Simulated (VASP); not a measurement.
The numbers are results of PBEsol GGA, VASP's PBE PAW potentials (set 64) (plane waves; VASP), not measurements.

The input files of a VASP run:

**INCAR**
```
ALGO  =  Normal
EDIFF  =  1E-6
EDIFFG  =  -0.02
ENCUT  =  520
GGA  =  PS
IBRION  =  2
ISIF  =  3
ISMEAR  =  1
LASPH  =  .TRUE.
LCHARG  =  .FALSE.
LMAXMIX  =  4
LREAL  =  .FALSE.
LWAVE  =  .FALSE.
NELM  =  100
NSW  =  60
PREC  =  Accurate
SIGMA  =  0.1
SYSTEM  =  Mo2N
```

**POSCAR**
```
Mo2N
1
    2.8368280833    -0.0000000017    -0.0000000000
   -1.4184135415     2.4567652444     0.0000000000
   -0.0000000000    -0.0000000000     5.0997226477
N Mo
1 2
Direct
  0.0000000000   0.0000000000   0.0000000000
  0.3333330000   0.6666670000   0.2679062409
  0.6666670000   0.3333330000   0.7320937591
```

**KPOINTS**
```
Regular mesh
0
gamma
11 11 6
```

POTCAR, in this order: N Mo_sv (PBE.64 set). Program: vasp_std.

What VASP printed:

OSZICAR:
```
       N       E                     dE             d eps       ncg     rms          rms(c)
DAV:   1     0.340482010891E+03    0.34048E+03   -0.20590E+04  3360   0.172E+03
DAV:   2    -0.209503406705E+02   -0.36143E+03   -0.35196E+03  3648   0.512E+02
DAV:   3    -0.359396060958E+02   -0.14989E+02   -0.14522E+02  4428   0.952E+01
DAV:   4    -0.362430666775E+02   -0.30346E+00   -0.29508E+00  3952   0.112E+01
DAV:   5    -0.362534724129E+02   -0.10406E-01   -0.10349E-01  4304   0.151E+00    0.347E+01
DAV:   6    -0.332921890641E+02    0.29613E+01   -0.23294E+01  3968   0.324E+01    0.101E+01
DAV:   7    -0.328729860522E+02    0.41920E+00   -0.37810E+00  3788   0.125E+01    0.674E+00
DAV:   8    -0.327958752045E+02    0.77111E-01   -0.47894E-01  4060   0.560E+00    0.877E-01
DAV:   9    -0.327940219981E+02    0.18532E-02   -0.43980E-02  4172   0.151E+00    0.354E-01
DAV:  10    -0.327932605195E+02    0.76148E-03   -0.74838E-03  3944   0.696E-01    0.804E-02
DAV:  11    -0.327931788582E+02    0.81661E-04   -0.87333E-04  3928   0.194E-01    0.297E-02
DAV:  12    -0.327931797190E+02   -0.86072E-06   -0.33679E-05  3916   0.506E-02    0.922E-03
DAV:  13    -0.327931800224E+02   -0.30345E-06   -0.14052E-05  3224   0.207E-02    0.426E-03
DAV:  14    -0.327931796121E+02    0.41026E-06   -0.20452E-06  2924   0.867E-03
   1 F= -.32793180E+02 E0= -.32793107E+02  d E =-.327932E+02
       N       E                     dE             d eps       ncg     rms          rms(c)
DAV:   1    -0.328170139238E+02   -0.23834E-01   -0.60265E+00  3360   0.262E+01    0.144E+00
DAV:   2    -0.328018391690E+02    0.15175E-01   -0.17789E-01  3556   0.436E+00    0.448E-01
DAV:   3    -0.327984767801E+02    0.33624E-02   -0.18708E-02  4264   0.940E-01    0.232E-01
DAV:   4    -0.327980998874E+02    0.37689E-03   -0.25410E-03  3708   0.431E-01    0.241E-01
DAV:   5    -0.327981174125E+02   -0.17525E-04   -0.20687E-04  3956   0.141E-01    0.674E-02
DAV:   6    -0.327981011548E+02    0.16258E-04   -0.13634E-04  3832   0.666E-02    0.667E-03
DAV:   7    -0.327981006857E+02    0.46911E-06   -0.52913E-06  3100   0.161E-02
   2 F= -.32798101E+02 E0= -.32797969E+02  d E =-.492107E-02
       N       E                     dE             d eps       ncg     rms          rms(c)
DAV:   1    -0.328004321102E+02   -0.23310E-02   -0.45840E-01  3360   0.716E+00    0.410E-01
DAV:   2    -0.327991987585E+02    0.12334E-02   -0.13574E-02  3520   0.119E+00    0.126E-01
DAV:   3    -0.327989559868E+02    0.24277E-03   -0.14252E-03  4260   0.260E-01    0.688E-02
DAV:   4    -0.327989310072E+02    0.24980E-04   -0.19519E-04  3708   0.117E-01    0.704E-02
DAV:   5    -0.327989377288E+02   -0.67215E-05   -0.18255E-05  3952   0.404E-02    0.183E-02
DAV:   6    -0.327989377476E+02   -0.18808E-07   -0.10630E-05  3128   0.192E-02    0.177E-03
DAV:   7    -0.327989376944E+02    0.53232E-07   -0.39920E-07  1860   0.519E-03
   3 F= -.32798938E+02 E0= -.32798856E+02  d E =-.575808E-02
       N       E                     dE             d eps       ncg     rms          rms(c)
DAV:   1    -0.328057562994E+02   -0.68186E-02   -0.28190E-01  3360   0.588E+00    0.109E+00
DAV:   2    -0.327992034885E+02    0.65528E-02   -0.20406E-02  3360   0.142E+00    0.244E-01
DAV:   3    -0.327985497982E+02    0.65369E-03   -0.30585E-03  3888   0.470E-01    0.651E-02
DAV:   4    -0.327985518931E+02   -0.20949E-05   -0.14379E-04  3816   0.113E-01    0.511E-02
DAV:   5    -0.327985710022E+02   -0.19109E-04   -0.30273E-05  3852   0.453E-02    0.168E-02
DAV:   6    -0.327985747520E+02   -0.37499E-05   -0.37001E-06  3044   0.170E-02    0.215E-03
DAV:   7    -0.327985745524E+02    0.19968E-06   -0.35592E-07  1960   0.566E-03
   4 F= -.32798575E+02 E0= -.32798466E+02  d E =0.363142E-03
       N       E                     dE             d eps       ncg     rms          rms(c)
DAV:   1    -0.328024055615E+02   -0.38308E-02   -0.13202E-01  3360   0.403E+00    0.736E-01
DAV:   2    -0.327993520165E+02    0.30535E-02   -0.96144E-03  3360   0.974E-01    0.169E-01
DAV:   3    -0.327990432245E+02    0.30879E-03   -0.14543E-03  3888   0.323E-01    0.421E-02
DAV:   4    -0.327990384712E+02    0.47533E-05   -0.70498E-05  3880   0.783E-02    0.335E-02
DAV:   5    -0.327990394358E+02   -0.96462E-06   -0.14206E-05  3828   0.307E-02    0.108E-02
DAV:   6    -0.327990383371E+02    0.10987E-05   -0.15385E-06  2328   0.117E-02    0.104E-03
DAV:   7    -0.327990384004E+02   -0.63245E-07   -0.16183E-07  1836   0.395E-03
   5 F= -.32799038E+02 E0= -.32798947E+02  d E =-.100706E-03
```

File OUTCAR:
```
------------------------ aborting loop because EDIFF is reached ----------------------------------------
  FORCE on cell =-STRESS in cart. coord.  units (eV):
  Direction    XX          YY          ZZ          XY          YZ          ZX
  --------------------------------------------------------------------------------------
  Total        0.0302449      0.0302449     -0.0385261      0.0000000      0.0000000      0.0000000
  in kB        1.3570099      1.3570100     -1.7285696      0.0000003      0.0000000      0.0000000
  external PRESSURE =       0.3284834 kB  Pullay stress =       0.0000000 kB
  volume of cell :       35.71
      direct lattice vectors                 reciprocal lattice vectors
     2.838876342 -0.000000001  0.000000000     0.352252046  0.203372737  0.000000000
    -1.419437670  2.458539088  0.000000000     0.000000000  0.406745618  0.000000000
     0.000000000 -0.000000000  5.116295218    -0.000000000 -0.000000000  0.195453929
 POSITION                                       TOTAL-FORCE (eV/Angst)
 -----------------------------------------------------------------------------------
      0.00000      0.00000      0.00000         0.000000      0.000000     -0.000000
     -0.00000      1.63903      1.35672         0.000000      0.000000      0.000032
      1.41944      0.81951      3.75957        -0.000000     -0.000000     -0.000032
 -----------------------------------------------------------------------------------
    total drift:                                0.000000     -0.000000      0.000000
  FREE ENERGIE OF THE ION-ELECTRON SYSTEM (eV)
  ---------------------------------------------------
  free  energy   TOTEN  =       -32.7990384004 eV

  energy  without entropy=      -32.7987643359  energy(sigma->0) =      -32.79894705

 reached required accuracy - stopping structural energy minimisation
```
(Selected blocks of OUTCAR.)

### CONTCAR
```
Mo2N
   1.00000000000000
     2.8388763415996037   -0.0000000012862576    0.0000000000000000
    -1.4194376699293070    2.4585390880379343    0.0000000000000000
     0.0000000000000000   -0.0000000000000000    5.1162952180456447
  N               Mo
     1     2
Direct
     0.0000000000000000    0.0000000000000000    0.0000000000000000
     0.3333330000000032    0.6666669999999968    0.2651771904623282
     0.6666669999999968    0.3333330000000032    0.7348228095376719
```

The structure was generated: Mo2N was put into the CdI2 type (P-3m1), which need not be its known phase. This run relaxes it. Symmetry was kept, so distortions that lower it aren't found. The start is the result of an earlier pass. The electron count is odd and the run is not spin-polarised, which forces a metal. VASP warned that the highest band is occupied, so more bands are needed.
